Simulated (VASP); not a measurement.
```
W
1.0
   -1.61160     1.61160     1.61160
    1.61160    -1.61160     1.61160
    1.61160     1.61160    -1.61160
W
1
Direct
  0.00000   0.00000   0.00000
```

Method: optB88-vdW, VASP's PBE PAW potentials (set 64) (plane waves; VASP). Run with 400 eV cut-off, 14×14×14 Γ-centred mesh, first-order Methfessel-Paxton smearing of 0.10 eV, potentials W_sv.

**Question.** Give the stress tensor in GPa (positive for a compressed cell).

**Answer.** 
```
-9.73   0.00   0.00
 0.00  -9.73   0.00
 0.00   0.00  -9.73
```
The pressure is its mean diagonal, -9.73 GPa.

The compound is W in the bcc structure. The cell was not relaxed at this level. The run is one of a series of settings (AGGAC = 0.0, GGA = BO, LUSE_VDW = .TRUE., PARAM1 = 0.1833333333, PARAM2 = 0.22 against the base run), some of them coarse on purpose.
